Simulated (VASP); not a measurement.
Here is the system:

```
MoS2
1.0
    1.50496    -2.60666     0.00000
    1.50496     2.60666     0.00000
    0.00000     0.00000    10.98553
Mo S
2 4
Cartesian
  1.50496   0.86889   2.74638
  1.50496  -0.86889   8.23915
  1.50496   0.86889   9.81240
  1.50496  -0.86889   4.31964
  1.50496  -0.86889   1.17312
  1.50496   0.86889   6.66589
```

All values below come from PBEsol GGA, VASP's PBE PAW potentials (set 64) (plane waves; VASP). Run with 500 eV cut-off, 8×8×2 Γ-centred mesh, Gaussian smearing of 0.050 eV, potentials Mo_sv S.

Without a dispersion term in the relaxation, distances and binding between the weakly bound layers, chains or molecules are unreliable, and so is what depends on them.

Q: Predict the energy per atom (σ→0), pressure.

A: 
| Quantity | Result |
|---|---|
| energy per atom (σ→0) | -7.664 eV/atom |
| pressure | 20.05 GPa |

Only differences to runs with the same potentials and settings are physical.

The compound is MoS2 in the 2H layered structure. It was relaxed first under an external pressure of 20 GPa.
